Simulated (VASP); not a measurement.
Computed with PBEsol GGA, VASP's PBE PAW potentials (set 64) (plane waves; VASP 6.6.1).

A VASP calculation is set up with these files.

INCAR:
```
! general
SYSTEM  = Al
PREC    = Accurate
ENCUT   = 500   ! plane-wave cut-off (eV)
LREAL   = F
LASPH   = T

! electronic loop
EDIFF   = 1E-6
NELM    = 100   ! most electronic steps
ALGO    = Normal   ! blocked Davidson

! smearing
ISMEAR  = 1   ! Methfessel-Paxton
SIGMA   = 0.1   ! width (eV)

! functional
GGA     = PS

! ions
IBRION  = 2   ! conjugate gradients
NSW     = 40
ISIF    = 3
EDIFFG  = -0.02   ! ionic stop
PSTRESS = 300   ! kbar

! output
LWAVE   = F
LCHARG  = F
```

File KPOINTS:
```
kpoints
0
gamma
  16 16 16
0 0 0
```

**POSCAR**
```
Al
1
    0.0000000000     1.9000293476     1.9000293476
    1.9000293476     0.0000000000     1.9000293476
    1.9000293476     1.9000293476     0.0000000000
Al
1
Direct
  0.0000000000   0.0000000000   0.0000000000
```

POTCAR, in this order: Al (PBE.64 set). Program: vasp_std.

The run wrote:

OSZICAR:
```
       N       E                     dE             d eps       ncg     rms          rms(c)
DAV:   1    -0.162586299317E+01   -0.16259E+01   -0.96871E+02  1530   0.332E+02
DAV:   2    -0.398344877633E+01   -0.23576E+01   -0.22373E+01  1920   0.330E+01
DAV:   3    -0.399965322721E+01   -0.16204E-01   -0.16205E-01  1895   0.337E+00
DAV:   4    -0.399969979195E+01   -0.46565E-04   -0.46565E-04  1905   0.174E-01
DAV:   5    -0.399970011507E+01   -0.32312E-06   -0.32266E-06  1910   0.117E-02    0.179E+00
DAV:   6    -0.397940305132E+01    0.20297E-01   -0.12655E-03  1655   0.242E-01    0.101E+00
DAV:   7    -0.396580310249E+01    0.13600E-01   -0.36896E-03  1595   0.399E-01    0.224E-01
DAV:   8    -0.396577590581E+01    0.27197E-04   -0.31121E-05  2045   0.574E-02    0.490E-02
DAV:   9    -0.396577564480E+01    0.26101E-06   -0.21130E-07  1545   0.435E-03
   1 F= -.13970271E+01 E0= -.13971512E+01  d E =-.139703E+01
       N       E                     dE             d eps       ncg     rms          rms(c)
DAV:   1    -0.364378049975E+01    0.32200E+00   -0.67203E-01  1790   0.607E+00    0.846E-01
DAV:   2    -0.364051969561E+01    0.32608E-02   -0.36930E-03  1560   0.564E-01    0.274E-01
DAV:   3    -0.363855153691E+01    0.19682E-02   -0.38880E-04  1790   0.132E-01    0.948E-02
DAV:   4    -0.363835625303E+01    0.19528E-03   -0.66837E-05  1715   0.544E-02    0.689E-02
DAV:   5    -0.363835471227E+01    0.15408E-05   -0.66300E-07  1410   0.887E-03    0.540E-04
DAV:   6    -0.363835469456E+01    0.17714E-07   -0.12160E-08   815   0.101E-03
   2 F= -.13785124E+01 E0= -.13785292E+01  d E =0.185147E-01
       N       E                     dE             d eps       ncg     rms          rms(c)
DAV:   1    -0.385429069166E+01   -0.21594E+00   -0.19435E-01  1760   0.317E+00    0.450E-01
DAV:   2    -0.385324617477E+01    0.10445E-02   -0.10890E-03  1575   0.299E-01    0.156E-01
DAV:   3    -0.385259697781E+01    0.64920E-03   -0.13133E-04  1735   0.754E-02    0.476E-02
DAV:   4    -0.385254109614E+01    0.55882E-04   -0.16648E-05  1745   0.268E-02    0.364E-02
DAV:   5    -0.385254148824E+01   -0.39210E-06   -0.20416E-07   935   0.461E-03
   3 F= -.14215664E+01 E0= -.14216055E+01  d E =-.245394E-01
```

OUTCAR:
```
------------------------ aborting loop because EDIFF is reached ----------------------------------------
  FORCE on cell =-STRESS in cart. coord.  units (eV):
  Direction    XX          YY          ZZ          XY          YZ          ZX
  --------------------------------------------------------------------------------------
  Total        2.4177644      2.4177644      2.4177644      0.0000000     -0.0000000     -0.0000000
  in kB      298.3697049    298.3697049    298.3697049      0.0000000     -0.0000000     -0.0000000
  external PRESSURE =      -1.6302951 kB  Pullay stress =     300.0000000 kB
  volume of cell :       12.98
      direct lattice vectors                 reciprocal lattice vectors
    -0.000000000  1.865434241  1.865434241    -0.268034106  0.268034106  0.268034106
     1.865434241  0.000000000  1.865434241     0.268034106 -0.268034106  0.268034106
     1.865434241  1.865434241 -0.000000000     0.268034106  0.268034106 -0.268034106
 POSITION                                       TOTAL-FORCE (eV/Angst)
 -----------------------------------------------------------------------------------
      0.00000      0.00000      0.00000         0.000000      0.000000      0.000000
 -----------------------------------------------------------------------------------
    total drift:                               -0.000000     -0.000000     -0.000000
  FREE ENERGIE OF THE ION-ELECTRON SYSTEM (eV)
  ---------------------------------------------------
  free  energy   TOTEN  =        -3.8525414882 eV

  energy  without entropy=       -3.8526588115  energy(sigma->0) =       -3.85258060
  enthalpy is  TOTEN    =        -1.4215664420 eV   P V=        2.4309750463

 reached required accuracy - stopping structural energy minimisation
```
(Selected blocks of OUTCAR.)

**CONTCAR**
```
Al
   1.00000000000000
    -0.0000000000000000    1.8654342414192073    1.8654342414192073
     1.8654342414192073    0.0000000000000000    1.8654342414192073
     1.8654342414192073    1.8654342414192073   -0.0000000000000000
  Al
     1
Direct
     0.0000000000000000    0.0000000000000000    0.0000000000000000
```

Energy and stress use the plane-wave basis of the starting cell.

The compound is Al in the fcc structure. This run relaxes it under an external pressure of 30 GPa. Symmetry was kept, so distortions that lower it aren't found.
